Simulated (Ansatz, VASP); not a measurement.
# H110S4N4O61 in two plane-wave programs, part 2 of 2

Wanted: the spread between two codes on one cell, functional and k mesh. The cell is taken from a series of runs on this material, whose earlier steps may have relaxed, scaled, displaced or heated it; both programs get it as it stands.

VASP 6.6.1 and Ansatz 0.2.0.

So far: Starting point; Ansatz: single point, PBE with D3(BJ).

## (3) VASP: single point, PBE with D3(BJ)

Level of this step: PBE with D3(BJ); plane waves and PAW (O, S, H, N) (VASP).

The same cell, functional and mesh now go to VASP, with its own data sets.

Lines of VASP's logs that name or quote its potential files are left out, and so is its time.

The input, INCAR:

```
SYSTEM = H110S4N4O61
PREC = Accurate
ENCUT = 600
EDIFF = 1E-06
NELM = 120
ISMEAR = 0
SIGMA = 0.01
LREAL = Auto
ALGO = Normal
GGA = PE
IVDW = 12
NBANDS = 385
LORBIT = 11
LWAVE = .FALSE.
LCHARG = .FALSE.
ISIF = 2
LASPH = .TRUE.
GGA_COMPAT = .FALSE.
EFERMI = MIDGAP
```

The input, POSCAR:

```
H110S4N4O61
1.0
   11.9560000000      0.0000000000      0.0000000000
    0.0000000000     11.9560000000      0.0000000000
    0.0000000000      0.0000000000     11.9560000000
O S H N
61 4 110 4
Direct
    0.4045500000      0.8285400000      0.2982400000
    0.5661000000      0.7142700000      0.2999200000
    0.4198300000      0.6835500000      0.4414200000
    0.5193100000      0.8660600000      0.4562700000
    0.2827500000      0.7886300000      0.8030000000
    0.4159800000      0.8067300000      0.9650100000
    0.3346300000      0.9748600000      0.8653200000
    0.4661100000      0.8476300000      0.7616700000
    0.1181900000      0.9987300000      0.8560100000
    0.9786600000      0.1357600000      0.8426700000
    0.0289500000      0.0311100000      0.6772200000
    0.1683800000      0.1613200000      0.7499500000
    0.1003300000      0.8323000000      0.2152300000
    0.0103100000      0.9322800000      0.3808300000
    0.2206600000      0.9280100000      0.3452300000
    0.1155600000      0.7543500000      0.4150100000
    0.1605700000      0.3419200000      0.4352900000
    0.2708100000      0.3932400000      0.6702600000
    0.8772200000      0.0547800000      0.5146300000
    0.0891600000      0.1582100000      0.2928000000
    0.6545100000      0.7866500000      0.0707200000
    0.5378700000      0.4882000000      0.2319100000
    0.5463600000      0.1878400000      0.9944300000
    0.7078300000      0.2980600000      0.1836200000
    0.2558600000      0.8856300000      0.1036000000
    0.9682200000      0.5558900000      0.2332000000
    0.2749800000      0.1350300000      0.5015300000
    0.3258800000      0.1019600000      0.1561500000
    0.7614400000      0.1243800000      0.8441700000
    0.0526700000      0.5338500000      0.4621200000
[... 143 atom lines left out ...]
    0.7837600000      0.7540100000      0.1320500000
    0.9031700000      0.7956900000      0.1706700000
    0.0080900000      0.7893300000      0.9478000000
    0.8057800000      0.4890900000      0.4988200000
    0.4582800000      0.1575700000      0.6896800000
    0.5040600000      0.5615900000      0.9791900000
```

The input, KPOINTS:

```
Automatic mesh
0
Gamma
1 1 1
0 0 0
```

PAW data sets: O, S, H and N (PBE family, release 64).

The run is started by

```console
> export OMP_NUM_THREADS=4
> mpirun -np 1 vasp_gam
```

Numbers of over 12 decimals in the logs are rounded to 6 here.

The program printed:

```text
[banner, memory and clock lines left out]
running    1 mpi-ranks, on    1 nodes
[...]
Offloading initialized ...    1 GPUs detected
[...]
LDA part: xc-table for (Slater+PW92), standard interpolation
 POSCAR, INCAR and KPOINTS ok, starting setup
[...]
entering main loop
       N       E                     dE             d eps       ncg     rms          rms(c)
DAV:   1     0.460721648674E+04    0.46072E+04   -0.31465E+05   794   0.144E+03
DAV:   2    -0.505004435896E+03   -0.51122E+04   -0.48889E+04   947   0.336E+02
DAV:   3    -0.976326739986E+03   -0.47132E+03   -0.46753E+03   948   0.106E+02
DAV:   4    -0.984630289792E+03   -0.83035E+01   -0.82656E+01   956   0.153E+01
[...]
DAV:  18    -0.890324455093E+03    0.44729E-05   -0.78528E-06   932   0.667E-03    0.682E-03
DAV:  19    -0.890324453858E+03    0.12342E-05   -0.30812E-06   812   0.470E-03    0.217E-03
DAV:  20    -0.890324453821E+03    0.37195E-07   -0.80567E-07   692   0.249E-03
   1 F= -.89810680E+03 E0= -.89810680E+03  d E =0.000000E+00
```

OUTCAR, selected parts (step 3):

```text
  FREE ENERGIE OF THE ION-ELECTRON SYSTEM (eV)
  ---------------------------------------------------
  free  energy   TOTEN  =      -898.1068002283 eV

  energy  without entropy=     -898.1068002283  energy(sigma->0) =     -898.10680023
```

The run ends at a pressure of -0.18 GPa, with forces up to 3.9 eV/Å.

## (4) Side by side

Known differences besides the potentials themselves: fixed occupations in Ansatz, narrow Gaussian smearing in VASP; the cutoff is 420 eV in Ansatz and 600 eV in VASP (PREC = Accurate, projectors in real space). Total energies have different zeros and are not compared.

The two programs side by side:

| quantity | Ansatz | VASP | difference |
| --- | --- | --- | --- |
| pressure (GPa) | 0.03 | -0.18 | +0.21 |
| gap on the k mesh (eV) | 4.274 | 4.242 | +0.032 |

Forces on 10 of the 179 atoms, those with the largest forces and the largest differences (eV/Å; atoms numbered as in POSCAR):

| atom | Ansatz x, y, z | VASP x, y, z |
| --- | --- | --- |
| O6 | -1.045, 1.110, -2.399 | -1.068, 1.143, -2.457 |
| O10 | -0.166, 1.421, 0.399 | 0.029, 1.328, 0.250 |
| O12 | 0.771, 1.880, -0.197 | 0.486, 1.680, -0.121 |
| O14 | 2.212, -1.509, -1.103 | 2.261, -1.536, -1.114 |
| O17 | -2.748, -1.039, 0.557 | -2.835, -1.049, 0.607 |
| O25 | -2.348, 0.929, 1.360 | -2.431, 0.911, 1.427 |
| O39 | -2.472, 0.955, -1.024 | -2.540, 0.987, -1.023 |
| S64 | -0.746, -3.312, -0.609 | -0.687, -3.177, -0.601 |
| H172 | -1.945, 1.082, 1.399 | -2.106, 1.191, 1.521 |
| N178 | -0.966, 2.576, -2.793 | -0.959, 2.533, -2.773 |

The forces differ by 63 meV/Å r.m.s., which is 6.9 % of the r.m.s. force of 0.912 eV/Å (both taken over all components). A gap on the mesh is an upper bound, since the band edges may lie between its points.

## (5) Summary of results

| Quantity | Value |
| --- | --- |
| r.m.s. force difference (single point, PBE with D3(BJ)) | 6.9 % of the r.m.s. force |

**Reading.** The r.m.s. force difference is 6.9 % of the r.m.s. force (single point, PBE with D3(BJ)), beyond the 3 % picked in this series as the mark of a large difference. What causes the difference of the single point, PBE with D3(BJ) pair stays open here. How closely two codes agree says nothing of how well the functional describes the real material.

[Lines on the potential files, build, host, timing and source positions are cut from VASP's logs without a mark.]

[Logs are printed without paths, hosts, clocks, repeated set-up lines and the standing remarks that a program may print on its own settings, such as how far it seeks lower states.]

[Hosts, paths, dates, database ids (printed as entryN), source tags and the programs' standing remarks are cut or masked in the printed files.]
